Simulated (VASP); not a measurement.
Computed with PBE0 hybrid, VASP's PBE PAW potentials (set 64) (plane waves; VASP).

The input files of a VASP run:

KPOINTS:
```
kpoints
0
Gamma
 6 6 6
```

POSCAR:
```
GaSb
4.3533270
  0.0000000000   0.7071068028   0.7071068028
  0.7071068028   0.0000000000   0.7071068028
  0.7071068028   0.7071068028   0.0000000000
Ga Sb
1 1
Direct
  0.0000000000   0.0000000000   0.0000000000
  0.2500000000   0.2500000000   0.2500000000
```

### INCAR
```
SYSTEM = GaSb
PREC = Accurate
ENCUT = 520
EDIFF = 1E-6
NELM = 60
ALGO = Normal
LREAL = .FALSE.
LASPH = .TRUE.
ISMEAR = 0
SIGMA = 0.05
GGA = PE
AEXX = 0.25
HFRCUT = -1
LHFCALC = .TRUE.
PRECFOCK = Fast
ISYM = 3
LMAXMIX = 4
LWAVE = .FALSE.
LCHARG = .FALSE.
ISIF = 2
```

POTCAR, in this order: Ga_d Sb (PBE.64 set). Program: vasp_std. Read from the step before: WAVECAR.

Output

File OSZICAR:
```
       N       E                     dE             d eps       ncg     rms          rms(c)
DAV:   1    -0.977444563085E+01   -0.97744E+01   -0.23626E+00   581   0.177E+01    0.185E+01
DAV:   2    -0.979158603822E+01   -0.17140E-01   -0.73150E-02   603   0.343E+00    0.126E+01
DAV:   3    -0.978944495666E+01    0.21411E-02   -0.61561E-03   579   0.126E+00    0.770E+00
DAV:   4    -0.978859323269E+01    0.85172E-03   -0.69484E-04   476   0.353E-01    0.461E+00
DAV:   5    -0.978833040822E+01    0.26282E-03   -0.24290E-04   441   0.132E-01    0.275E+00
DAV:   6    -0.978826761391E+01    0.62794E-04   -0.71509E-05   504   0.675E-02    0.163E+00
DAV:   7    -0.978825072885E+01    0.16885E-04   -0.14576E-05   502   0.349E-02    0.974E-01
DAV:   8    -0.978824657412E+01    0.41547E-05   -0.35901E-06   476   0.179E-02    0.580E-01
DAV:   9    -0.978824663871E+01   -0.64587E-07   -0.13917E-06   441   0.916E-03
   1 F= -.97882466E+01 E0= -.97882466E+01  d E =-.523571E-18
```

### OUTCAR
```
------------------------ aborting loop because EDIFF is reached ----------------------------------------
  FORCE on cell =-STRESS in cart. coord.  units (eV):
  Direction    XX          YY          ZZ          XY          YZ          ZX
  --------------------------------------------------------------------------------------
  Total       -0.4243347     -0.4243347     -0.4243347      0.0000000      0.0000000     -0.0000000
  in kB      -11.6538700    -11.6538700    -11.6538700      0.0000000      0.0000000     -0.0000000
  external PRESSURE =     -11.6538700 kB  Pullay stress =       0.0000000 kB
  volume of cell :       58.34
      direct lattice vectors                 reciprocal lattice vectors
     0.000000000  3.078267137  3.078267137    -0.162429048  0.162429048  0.162429048
     3.078267137  0.000000000  3.078267137     0.162429048 -0.162429048  0.162429048
     3.078267137  3.078267137  0.000000000     0.162429048  0.162429048 -0.162429048
  FREE ENERGIE OF THE ION-ELECTRON SYSTEM (eV)
  ---------------------------------------------------
  free  energy   TOTEN  =        -9.7882466387 eV

  energy  without entropy=       -9.7882466387  energy(sigma->0) =       -9.78824664

  exchange ACFDT corr.  =         0.00000000  see jH, gK, PRB 81, 115126
```
(Selected blocks of OUTCAR.)

The compound is GaSb in the zinc blende structure. This cell is one point of a volume scan, at 0.97 of the reference volume. The cell's shape comes from a PBE relaxation.
